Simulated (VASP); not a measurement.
Output of a VASP run:

**OSZICAR**
```
       N       E                     dE             d eps       ncg     rms          rms(c)
DAV:   1     0.416180869462E+03    0.41618E+03   -0.18817E+04   520   0.150E+03
DAV:   2     0.423231099172E+02   -0.37386E+03   -0.36698E+03   646   0.331E+02
DAV:   3    -0.332485995606E+01   -0.45648E+02   -0.45397E+02   596   0.125E+02
DAV:   4    -0.519941969597E+01   -0.18746E+01   -0.18602E+01   694   0.330E+01
DAV:   5    -0.524372931647E+01   -0.44310E-01   -0.44283E-01   644   0.416E+00    0.402E+00
DAV:   6    -0.473368251677E+01    0.51005E+00   -0.98686E-01   752   0.100E+01    0.232E+00
DAV:   7    -0.470480326691E+01    0.28879E-01   -0.50840E-01   772   0.420E+00    0.929E-01
DAV:   8    -0.472028544445E+01   -0.15482E-01   -0.63475E-02   634   0.218E+00    0.191E-01
DAV:   9    -0.472230447141E+01   -0.20190E-02   -0.10995E-02   720   0.838E-01    0.106E-01
DAV:  10    -0.472294341075E+01   -0.63894E-03   -0.12228E-03   592   0.231E-01    0.451E-02
DAV:  11    -0.472312714647E+01   -0.18374E-03   -0.36734E-04   596   0.154E-01    0.808E-03
DAV:  12    -0.472313743254E+01   -0.10286E-04   -0.44002E-05   798   0.594E-02    0.797E-03
DAV:  13    -0.472313793543E+01   -0.50289E-06   -0.50555E-06   552   0.186E-02
   1 F= -.47231379E+01 E0= -.47231379E+01  d E =-.472314E+01
```

### OUTCAR
```
------------------------ aborting loop because EDIFF is reached ----------------------------------------
  FORCE on cell =-STRESS in cart. coord.  units (eV):
  Direction    XX          YY          ZZ          XY          YZ          ZX
  --------------------------------------------------------------------------------------
  Total       -0.0057589     -0.0057589     -0.0057589     -0.0000000     -0.0000000      0.0000000
  in kB       -0.0448623     -0.0448623     -0.0448623     -0.0000000     -0.0000000      0.0000000
  external PRESSURE =      -0.0448623 kB  Pullay stress =       0.0000000 kB
  volume of cell :      205.67
      direct lattice vectors                 reciprocal lattice vectors
     5.902764693  0.000000000  0.000000000     0.169412140  0.000000000  0.000000000
     0.000000000  5.902764693  0.000000000     0.000000000  0.169412140  0.000000000
     0.000000000  0.000000000  5.902764693     0.000000000  0.000000000  0.169412140
 POSITION                                       TOTAL-FORCE (eV/Angst)
 -----------------------------------------------------------------------------------
      0.00000      0.00000      0.00000         0.000000      0.000000      0.000000
      2.95138      2.95138      2.95138         0.000000      0.000000      0.000000
      2.95138      0.00000      2.95138         0.000000      0.000000      0.000000
      0.00000      2.95138      2.95138         0.000000      0.000000      0.000000
      2.95138      2.95138      0.00000         0.000000      0.000000      0.000000
 -----------------------------------------------------------------------------------
    total drift:                                0.000000     -0.000000     -0.000000
  FREE ENERGIE OF THE ION-ELECTRON SYSTEM (eV)
  ---------------------------------------------------
  free  energy   TOTEN  =        -4.7231379354 eV

  energy  without entropy=       -4.7231379354  energy(sigma->0) =       -4.72313794

 reached required accuracy - stopping structural energy minimisation
```
(Selected blocks of OUTCAR.)

File POSCAR:
```
CsPbBr3
1
    5.9027646927    -0.0000000000     0.0000000000
    0.0000000000     5.9027646927    -0.0000000000
   -0.0000000000     0.0000000000     5.9027646927
Cs Pb Br
1 1 3
Direct
  0.0000000000   0.0000000000   0.0000000000
  0.5000000000   0.5000000000   0.5000000000
  0.5000000000   0.0000000000   0.5000000000
  0.0000000000   0.5000000000   0.5000000000
  0.5000000000   0.5000000000   0.0000000000
```

Task: Reconstruct the remaining input files.

Result: One answer among several that fit: the input of the run itself, vdW-DF-cx, plane waves, VASP's PBE PAW potentials (set 64).

### INCAR
```
SYSTEM = CsPbBr3
PREC = Accurate
ENCUT = 520
EDIFF = 1E-6
NELM = 100
ALGO = Normal
LREAL = .FALSE.
LASPH = .TRUE.
ISMEAR = 0
SIGMA = 0.05
GGA = CX
LUSE_VDW = .TRUE.
AGGAC = 0.0
LMAXMIX = 4
LWAVE = .FALSE.
LCHARG = .FALSE.
IBRION = 2
ISIF = 3
NSW = 60
EDIFFG = -0.02
```

KPOINTS:
```
Automatic mesh
0
Gamma
4 4 4
0 0 0
```

POTCAR, in this order: Cs_sv Pb_d Br (PBE.64 set). Program: vasp_std.

The compound is CsPbBr3 in the cubic perovskite structure, the ideal cubic form; the compound distorts at low or room temperature. It was relaxed first. The start is the result of an earlier pass.
